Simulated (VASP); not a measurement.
Consider the following.

```
CELL_PARAMETERS angstrom
      3.87893     0.00000     0.00000
     -1.93947     3.35926     0.00000
      0.00000     0.00000     6.71030
ATOMIC_POSITIONS crystal
  Gd 0.33333 0.66667 0.27830
  Gd 0.66667 0.33333 0.72170
  O  0.33333 0.66667 0.64200
  O  0.66667 0.33333 0.35800
  S  0.00000 0.00000 0.00000
```
Starting moments (μB, in the order of the record's atoms Gd Gd O O S): 7.0 7.0 0.0 0.0 0.0.

Method: PBEsol GGA, VASP's PBE PAW potentials (set 64) (plane waves; VASP 6.6.1). Settings: 400 eV cut-off, 7×7×4 Γ-centred mesh, Gaussian smearing of 0.20 eV, potentials Gd O S.

At this cut-off the stress carries a Pulay error, which pulls relaxed volumes low. The moments were started parallel, and other spin orders were not tried in this run.

### Question
Which forces act on the atoms, in eV/Å?

### Answer

```json
[
 {"atom": "Gd1", "Fx": "0.000", "Fy": "0.000", "Fz": "0.198"},
 {"atom": "Gd2", "Fx": "0.000", "Fy": "0.000", "Fz": "-0.198"},
 {"atom": "O3", "Fx": "0.000", "Fy": "0.000", "Fz": "-0.729"},
 {"atom": "O4", "Fx": "0.000", "Fy": "0.000", "Fz": "0.729"},
 {"atom": "S5", "Fx": "0.000", "Fy": "0.000", "Fz": "0.000"}
]
```

### Question
Give the stress tensor in GPa (positive for a compressed cell).

### Answer

```
-8.56   0.00   0.00
 0.00  -8.56   0.00
 0.00   0.00  -9.01
```
The pressure is its mean diagonal, -8.71 GPa.

The structure comes from a measured Gd2SO2 entry of the Crystallography Open Database, whose conditions weren't checked. The cell was not relaxed at this level.
